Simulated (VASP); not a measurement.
Crystal: Si.

```xyz
2
Lattice="0.0000 2.7200 2.7200 2.7200 0.0000 2.7200 2.7200 2.7200 0.0000" Properties=species:S:1:pos:R:3 pbc="T T T"
Si    0.0000    0.0000    0.0000
Si    1.3600    1.3600    1.3600
```

The cell was built by a generator and needn't be a form met in nature.

| Property | Result |
| --- | --- |
| Program | VASP 6.6.1 |
| Task | relaxation of cell and atoms |
| Functional | LDA |
| Potentials or basis | VASP PAW LDA potentials, release 64 (Si) |
| Cutoff | 600 eV |
| k mesh | 10 × 10 × 10 |
| Occupations | gaussian, width 0.02 eV |
| Spin | no spin polarisation |

At the start: pressure -1.9 GPa; volume 20.12 Å³/atom.

Q: How do energy, volume and symmetry change on relaxing?

A: Over 3 steps the energy falls by 2.5 meV/atom and the volume is 19.72 Å³/atom (-2.0 %); space group Fd-3m (No. 227, to 0.05 Å).

The path:
| step | energy change (eV) | largest force (eV/Å) | pressure (GPa) | volume (Å³) |
| --- | --- | --- | --- | --- |
| 1 | 0.0000 | 0.0000 | -1.90 | 40.25 |
| 2 | -0.0025 | 0.0000 | 1.41 | 38.88 |
| 3 | -0.0049 | 0.0000 | 0.00 | 39.43 |

Final structure:
```
CELL_PARAMETERS angstrom
0.00000 2.70151 2.70151
2.70151 0.00000 2.70151
2.70151 2.70151 0.00000
ATOMIC_POSITIONS crystal
Si 0.00000 0.00000 0.00000
Si 0.25000 0.25000 0.25000
```
